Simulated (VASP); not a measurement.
Given:

```
CELL_PARAMETERS angstrom
      1.23367    -2.13678     0.00000
      1.23367     2.13678     0.00000
      0.00000     0.00000     7.92714
ATOMIC_POSITIONS crystal
  C  0.00000 0.00000 0.25000
  C  0.00000 0.00000 0.75000
  C  0.33333 0.66667 0.25000
  C  0.66667 0.33333 0.75000
```

All values below come from PBE GGA, VASP's PBE PAW potentials (set 64) (plane waves; VASP). Numerical set-up: 520 eV cut-off, 14×14×4 Γ-centred mesh, Gaussian smearing of 0.010 eV, potentials C.

The dielectric response may not be converged in the k-mesh; for small gaps it tends to come out too large.

**Question.** The job: C (graphite), 4 atoms, PBE, DFPT for ε, Born charges and Γ modes, 520 eV, 14×14×4 Γ-centred mesh. Roughly how much core time does it take on a busy server core?

**Answer.** About 20 core-minutes (one run on a shared machine, a rough figure). It had 72 irreducible k-points, 12 bands, up to 1144 plane waves and 243 electronic steps.

The compound is C in the graphite structure. It was relaxed first, which changed the volume by +19 %.
